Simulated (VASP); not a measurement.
CaS (rock salt), at 0.96 of the tabulated volume:

```
CaS
1.0
    0.00000     2.80655     2.80655
    2.80655     0.00000     2.80655
    2.80655     2.80655     0.00000
Ca S
1 1
Direct
  0.00000   0.00000   0.00000
  0.50000   0.50000   0.50000
```

The lowest empty band near X, direction across the valley's axis, from PBE with spin-orbit coupling in VASP (PAW); its two spin partners are averaged. The gap over the points computed is 2.22 eV, and the next band on that side lies 3.43 eV away at the edge.

Numerical set-up: 400 eV cut-off, 9×9×9 Γ-centred mesh, Gaussian smearing of 0.050 eV, potentials Ca_sv S.

| distance from the edge in k (1/Å) | distance in energy (meV) |
|---|---|
| 0.018 | 4.1 |
| 0.025 | 8.0 |
| 0.035 | 15.7 |
| 0.050 | 31.9 |
| 0.070 | 62.1 |

Problem. Fit E(1 + αE) = ħ²k²/2m* (ħ²/2m0 = 3.810 eV Å²) and predict the row at 0.095 1/Å.

Solution. The rows don't resolve α, so a parabola serves: the electron mass is m* = 0.300 m0, and so 114.6 meV. The run gave 113.2 meV, -1.4 meV from the fit.

Left out are points under 3 meV from the edge, since the levels carry 0.1 meV, and points farther than half the way to the next band.

The compound is CaS in the rock salt structure. The cell was not relaxed at this level.
